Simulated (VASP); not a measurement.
# LiMnCl3 (Pm-3m) in VASP: single point with PBE

Aim: the single point of LiMnCl3 with PBE.

Everything below comes from runs of VASP 6.6.1. Logs are shortened: lines on timing, memory, paths and dates and some standing lists are left out, and cuts for length are marked.

## (1) The crystal as given

The structure is cubic, space group Pm-3m (No. 221). The conventional cell has a = 4.991 Å, b = 4.991 Å, c = 4.991 Å, α = 90.00°, β = 90.00°, γ = 90.00°. Around Li (site symmetry m-3m) lie 12 Cl at 3.53 Å. Mn (site symmetry m-3m) is surrounded by 6 Cl at 2.50 Å. Cl (site symmetry 4/mmm) is surrounded by 2 Mn at 2.50 Å.

The cell was built by a generator and needn't be a form met in nature.

## (2) Single point, PBE, collinear spin, typed start

Contents of INCAR:

```
SYSTEM = LiMnCl3
  PREC = Accurate
  ENCUT = 520
  EDIFF = 1E-6
  ISMEAR = 0
  SIGMA = 0.02
  LREAL = .False.
  LASPH = .True.
  NELM = 150
  ALGO = Fast
  ISIF = 2
  LWAVE = .False.
  LCHARG = .False.
  ISPIN = 2
  MAGMOM = 0 4.78 0 0 0
  LORBIT = 11
  LMAXMIX = 4
  GGA = PE
  NBANDS = 30
```

Contents of KPOINTS:

```
Automatic mesh
0
Gamma
  6 6 6
  0 0 0
```

Contents of POSCAR:

```
LiMnCl3
1.0
    4.9910068252      0.0000000000      0.0000000000
    0.0000000000      4.9910068252      0.0000000000
    0.0000000000      0.0000000000      4.9910068252
Li Mn Cl
1 1 3
Direct
    0.5000000000      0.5000000000      0.5000000000
    0.0000000000      0.0000000000      0.0000000000
    0.5000000000      0.0000000000      0.0000000000
    0.0000000000      0.5000000000      0.0000000000
    0.0000000000      0.0000000000      0.5000000000
```

Potentials or basis: VASP PAW PBE potentials, release 64 (Li_sv, Mn_pv, Cl).

Run with:

```console
cat potpaw_PBE.64/Li_sv/POTCAR potpaw_PBE.64/Mn_pv/POTCAR potpaw_PBE.64/Cl/POTCAR > POTCAR
mpirun -np 1 vasp_std > vasp.out
```

OUTCAR:

```text
SYSTEM = LiMnCl3
   PREC = Accurate
   ENCUT = 520
   EDIFF = 1E-6
   ISMEAR = 0
   LREAL = .False.
   LASPH = .True.
   NELM = 150
   ISIF = 2
   ISPIN = 2
   LORBIT = 11
   GGA = PE

 ion  position               nearest neighbor table
   1  0.500  0.500  0.500-
   2  0.000  0.000  0.000-   3 2.50   4 2.50   5 2.50   5 2.50   4 2.50   3 2.50
   3  0.500  0.000  0.000-   2 2.50   2 2.50
   4  0.000  0.500  0.000-   2 2.50   2 2.50
   5  0.000  0.000  0.500-   2 2.50   2 2.50

  LATTYP: Found a simple cubic cell.
 ALAT       =     4.9910068252

  Lattice vectors:

 A1 = (   4.9910068252,   0.0000000000,   0.0000000000)
 A2 = (   0.0000000000,   4.9910068252,   0.0000000000)
 A3 = (   0.0000000000,   0.0000000000,   4.9910068252)

Analysis of symmetry for initial positions (statically):
=====================================================================
 Subroutine PRICEL returns:
 Original cell was already a primitive cell.

 Routine SETGRP: Setting up the symmetry group for a
 simple cubic supercell.

 Subroutine GETGRP returns: Found 48 space group operations
 (whereof 48 operations were pure point group operations)
 out of a pool of 48 trial point group operations.

The static configuration has the point symmetry O_h .

Analysis of symmetry for dynamics (positions and initial velocities):
=====================================================================
 Subroutine PRICEL returns:
 Original cell was already a primitive cell.

 Routine SETGRP: Setting up the symmetry group for a
 simple cubic supercell.

 Subroutine GETGRP returns: Found 48 space group operations
 (whereof 48 operations were pure point group operations)
 out of a pool of 48 trial point group operations.

The dynamic configuration has the point symmetry O_h .

Analysis of structural, dynamic, and magnetic symmetry:
=====================================================================
 Subroutine PRICEL returns:
 Original cell was already a primitive cell.

 Routine SETGRP: Setting up the symmetry group for a
 simple cubic supercell.

 Subroutine GETGRP returns: Found 48 space group operations
 (whereof 48 operations were pure point group operations)
 out of a pool of 48 trial point group operations.

The overall configuration has the point symmetry O_h .

 Subroutine INISYM returns: Found 48 space group operations
 (whereof 48 operations are pure point group operations),
 and found     1 'primitive' translations

----------------------------------------------------------------------------------------

                                     Primitive cell

  volume of cell :     124.3267

  direct lattice vectors                    reciprocal lattice vectors
     4.991006825  0.000000000  0.000000000     0.200360375  0.000000000  0.000000000
     0.000000000  4.991006825  0.000000000     0.000000000  0.200360375  0.000000000
     0.000000000  0.000000000  4.991006825     0.000000000  0.000000000  0.200360375

  length of vectors
     4.991006825  4.991006825  4.991006825     0.200360375  0.200360375  0.200360375

  position of ions in fractional coordinates (direct lattice)
     0.500000000  0.500000000  0.500000000
     0.000000000  0.000000000  0.000000000
     0.500000000  0.000000000  0.000000000
     0.000000000  0.500000000  0.000000000
     0.000000000  0.000000000  0.500000000

  ion indices of the primitive-cell ions
   primitive index   ion index
                 1           1
                 2           2
                 3           3
                 4           4
                 5           5

----------------------------------------------------------------------------------------

 KPOINTS: Automatic mesh

Automatic generation of k-mesh.
 Grid dimensions read from file:
 generate k-points for:    6    6    6

 Generating k-lattice:

  Cartesian coordinates                     Fractional coordinates (reciprocal lattice)
     0.033393396  0.000000000  0.000000000     0.166666667  0.000000000  0.000000000
     0.000000000  0.033393396  0.000000000     0.000000000  0.166666667  0.000000000
     0.000000000  0.000000000  0.033393396     0.000000000  0.000000000  0.166666667

  Length of vectors
     0.033393396  0.033393396  0.033393396

  Shift w.r.t. Gamma in fractional coordinates (k-lattice)
     0.000000000  0.000000000  0.000000000

 Subroutine IBZKPT returns following result:
 ===========================================

 Found     20 irreducible k-points:

 Following reciprocal coordinates:
            Coordinates               Weight
  0.000000  0.000000  0.000000      1.000000
  0.166667  0.000000  0.000000      6.000000
  0.333333  0.000000  0.000000      6.000000
  0.500000  0.000000  0.000000      3.000000
  0.166667  0.166667  0.000000     12.000000
  0.333333  0.166667  0.000000     24.000000
[... 12 lines left out ...]
  0.500000  0.500000  0.333333      6.000000
  0.500000  0.500000  0.500000      1.000000
   k-points           NKPTS =     20   k-points in BZ     NKDIM =     20   number of bands    NBANDS=     30
   number of dos      NEDOS =    301   number of ions     NIONS =      5
   total plane-waves  NPLWV =  64000
   dimension x,y,z NGX =    40 NGY =   40 NGZ =   40
   dimension x,y,z NGXF=    80 NGYF=   80 NGZF=   80
   ions per type =               1   1   3
   NGX,Y,Z   is equivalent  to a cutoff of  13.32, 13.32, 13.32 a.u.
   NGXF,Y,Z  is equivalent  to a cutoff of  26.65, 26.65, 26.65 a.u.
 SYSTEM =  LiMnCl3
   PREC   = accura    normal or accurate (medium, high low for compatibility)
   ISTART =      0    job   : 0-new  1-cont  2-samecut
   ICHARG =      2    charge: 1-file 2-atom 10-const
   ISPIN  =      2    spin polarized calculation?
   LNONCOLLINEAR =      F non collinear calculations
   LSORBIT =      F    spin-orbit coupling
   LASPH  =      T    aspherical Exc in radial PAW
   ENCUT  =  520.0 eV  38.22 Ry    6.18 a.u.   9.28  9.28  9.28*2*pi/ulx,y,z
   NELM   =    150;   NELMIN=  2; NELMDL= -5     # of ELM steps
   EDIFF  = 0.1E-05   stopping-criterion for ELM
   LREAL  =      F    real-space projection
   EDIFFG = 0.1E-04   stopping-criterion for IOM
   NSW    =      0    number of steps for IOM
   IBRION =     -1    ionic relax: 0-MD 1-quasi-New 2-CG
   NFREE  =      0    steps in history (QN), initial steepest desc. (CG)
   ISIF   =      2    stress and relaxation
   ISYM   =      2    0-nonsym 1-usesym 2-fastsym
   POTIM  = 0.5000    time-step for ionic-motion
   TEBEG  =    0.0;   TEEND  =   0.0 temperature during run
   PSTRESS=    0.0 pullay stress
   NELECT =      37.0000    total number of electrons
   NUPDOWN=      -1.0000    fix difference up-down
   EMIN   =  10.00;   EMAX   =-10.00  energy-range for DOS
   EFERMI =   0.00;   METHOD = LEGACY
   ISMEAR =     0;   SIGMA  =   0.02  broadening in eV -4-tet -1-fermi 0-gaus
   EFERMI_NEDOS =   21; number of points for ismear=-14 and -15
   IALGO  =     68    algorithm
   IMIX   =      4    mixing-type and parameters
     AMIX     =   0.40;   BMIX     =  1.00
     AMIX_MAG =   1.60;   BMIX_MAG =  1.00
  volume/ion in A,a.u.               =      24.87       167.80
  Fermi-wavevector in a.u.,A,eV,Ry     =   1.093001  2.065472 16.254217  1.194651
  Thomas-Fermi vector in A             =   2.229278
   LORBIT       =     11    0 simple, 1 ext, 2 COOP (PROOUT), +10 PAW based schemes
   GGA     = PE    functional components
   LHFCALC =     F    Hartree Fock is set to
   AEXX    =    0.0000 exact exchange contribution
   IVDW    =     0    specifies the selected vdW correction
   LEPSILON=     F    determine dielectric tensor
   LRPA    =     F    only Hartree local field effects (RPA)
 spin polarized calculation
 RMM-DIIS sequential band-by-band and
 Gauss-broadening in eV      SIGMA  =   0.02
  energy-cutoff  :      520.00
  volume of cell :      124.33
 maximum number of plane-waves:      3407
 NGX is ok and might be reduce to    40
   NGX = 19   NGY = 19   NGZ = 19

 number of electron      37.0000015 magnetization       5.0000006

 Free energy of the ion-electron system (eV)
  ---------------------------------------------------
  ext. energy  EPLUGINS =         0.00000000
  ---------------------------------------------------
  free energy    TOTEN  =       -22.01222467 eV

  energy without entropy =      -22.01222467  energy(sigma->0) =      -22.01222467

 E-fermi :   2.5155     XC(G=0):  -7.9071

 val. band max:        2.3985660803   @ k =   0.5000   0.5000   0.5000
 cond. band min:       3.3097877635   @ k =   0.0000   0.0000   0.0000
 fundamental gap:      0.9112216832
 Fermi energy:         2.5154509333

 spin component 1

 k-point     1 :       0.0000    0.0000    0.0000
  band No.  band energies     occupation
      1     -48.2424      1.00000
      2     -48.2424      1.00000
      3     -48.2424      1.00000
      4     -46.4179      1.00000
      5     -13.6473      1.00000
      6     -12.8329      1.00000
[... 22 lines left out ...]
     29       9.6727      0.00000
     30       9.6727      0.00000

 k-point     2 :       0.1667    0.0000    0.0000
  band No.  band energies     occupation
      1     -48.2424      1.00000
      2     -48.2424      1.00000
      3     -48.2424      1.00000
      4     -46.4178      1.00000
      5     -13.5978      1.00000
      6     -12.8684      1.00000
[... 22 lines left out ...]
     29       9.7983      0.00000
     30      10.1911      0.00000

 k-point     3 :       0.3333    0.0000    0.0000
  band No.  band energies     occupation
      1     -48.2425      1.00000
      2     -48.2424      1.00000
      3     -48.2424      1.00000
      4     -46.4178      1.00000
      5     -13.4767      1.00000
      6     -12.9617      1.00000
[... 527 lines left out ...]
      6     -13.0093      1.00000
[... 22 lines left out ...]
     29      10.5805      0.00000
     30      12.0709      0.00000

 k-point    20 :       0.5000    0.5000    0.5000
  band No.  band energies     occupation
      1     -48.2426      1.00000
      2     -48.2426      1.00000
      3     -48.2426      1.00000
      4     -46.4178      1.00000
      5     -13.0060      1.00000
      6     -13.0060      1.00000
[... 22 lines left out ...]
     29      11.2217      0.00000
     30      11.7693      0.00000
 Fermi energy:         2.5154509333

 spin component 2

 k-point     1 :       0.0000    0.0000    0.0000
  band No.  band energies     occupation
      1     -46.4168      1.00000
      2     -43.4578      1.00000
      3     -43.4578      1.00000
      4     -43.4578      1.00000
      5     -13.5147      1.00000
      6     -12.7156      1.00000
[... 22 lines left out ...]
     29      10.3035      0.00000
     30      10.3035      0.00000

 k-point     2 :       0.1667    0.0000    0.0000
  band No.  band energies     occupation
      1     -46.4167      1.00000
      2     -43.4578      1.00000
      3     -43.4577      1.00000
      4     -43.4577      1.00000
      5     -13.4668      1.00000
      6     -12.7535      1.00000
[... 22 lines left out ...]
     29      10.4194      0.00000
     30      10.7194      0.00000

 k-point     3 :       0.3333    0.0000    0.0000
  band No.  band energies     occupation
      1     -46.4168      1.00000
      2     -43.4580      1.00000
      3     -43.4577      1.00000
      4     -43.4577      1.00000
      5     -13.3482      1.00000
      6     -12.8523      1.00000
[... 550 lines left out ...]
     29      11.6403      0.00000
     30      12.1553      0.00000

 k-point    20 :       0.5000    0.5000    0.5000
  band No.  band energies     occupation
      1     -46.4167      1.00000
      2     -43.4580      1.00000
      3     -43.4580      1.00000
      4     -43.4580      1.00000
      5     -12.9012      1.00000
      6     -12.9012      1.00000
[... 22 lines left out ...]
     29      12.1610      0.00000
     30      12.2437      0.00000

------------------------ aborting loop because EDIFF is reached ----------------------------------------

  FORCE on cell =-STRESS in cart. coord.  units (eV):
  Direction    XX          YY          ZZ          XY          YZ          ZX
  --------------------------------------------------------------------------------------
  -------------------------------------------------------------------------------------
  Total       -0.0245021     -0.0245021     -0.0245021      0.0000000      0.0000000      0.0000000
  in kB       -0.3157543     -0.3157543     -0.3157543      0.0000000      0.0000000      0.0000000
  external PRESSURE =      -0.3157543 kB  Pullay stress =       0.0000000 kB

 VOLUME and BASIS-vectors are now :
 -----------------------------------------------------------------------------
  energy-cutoff  :      520.00
  volume of cell :      124.33
      direct lattice vectors                 reciprocal lattice vectors
     4.991006825  0.000000000  0.000000000     0.200360375  0.000000000  0.000000000
     0.000000000  4.991006825  0.000000000     0.000000000  0.200360375  0.000000000
     0.000000000  0.000000000  4.991006825     0.000000000  0.000000000  0.200360375

 POSITION                                       TOTAL-FORCE (eV/Angst)
 -----------------------------------------------------------------------------------
      2.49550      2.49550      2.49550         0.000000      0.000000      0.000000
      0.00000      0.00000      0.00000         0.000000      0.000000      0.000000
      2.49550      0.00000      0.00000         0.000000      0.000000      0.000000
      0.00000      2.49550      0.00000         0.000000      0.000000      0.000000
      0.00000      0.00000      2.49550         0.000000      0.000000      0.000000
 -----------------------------------------------------------------------------------
    total drift:                                0.000000      0.000000     -0.000000

  FREE ENERGIE OF THE ION-ELECTRON SYSTEM (eV)
  ---------------------------------------------------
  free  energy   TOTEN  =       -22.0122246671 eV

  energy  without entropy=      -22.0122246671  energy(sigma->0) =      -22.01222467

 total charge

# of ion       s       p       d       tot
------------------------------------------
    1        1.985   0.005   0.000   1.990
    2        0.197   6.160   4.921  11.278
    3        1.594   3.553   0.000   5.147
    4        1.594   3.553   0.000   5.147
    5        1.594   3.553   0.000   5.147
--------------------------------------------------
tot          6.965  16.823   4.921  28.710

 magnetization (x)

# of ion       s       p       d       tot
------------------------------------------
    1        0.000   0.000   0.000   0.000
    2        0.037   0.033   4.390   4.460
    3        0.008   0.056   0.000   0.064
    4        0.008   0.056   0.000   0.064
    5        0.008   0.056   0.000   0.064
--------------------------------------------------
tot          0.063   0.200   4.390   4.653
```

It took 2.8 min on 1 thread of Intel Xeon Platinum 8259CL at 2.50GHz (Skylake/Cascade Lake), shared host; peak memory 0.35 GiB.

Results:

```yaml
Free_energy: -22.0122 eV
Band_gap_on_the_k_mesh: 0.91 eV, indirect (least direct gap 1.54 eV)
Net_moment: 5.00 μB per cell
Site_moments: Li +0.00; Mn +4.46; Cl +0.06 μB
Valence_electrons_inside_the_program's_atomic_spheres: Li 1.99; Mn 11.28; Cl 5.15
```

Caveat: the cutoff is under 1.25 times the usual one of these potentials, so pressure, stress and relaxed cells hold a basis-set (Pulay) error; a cell with one magnetic atom can't hold antiferromagnetic order, which such compounds often take.
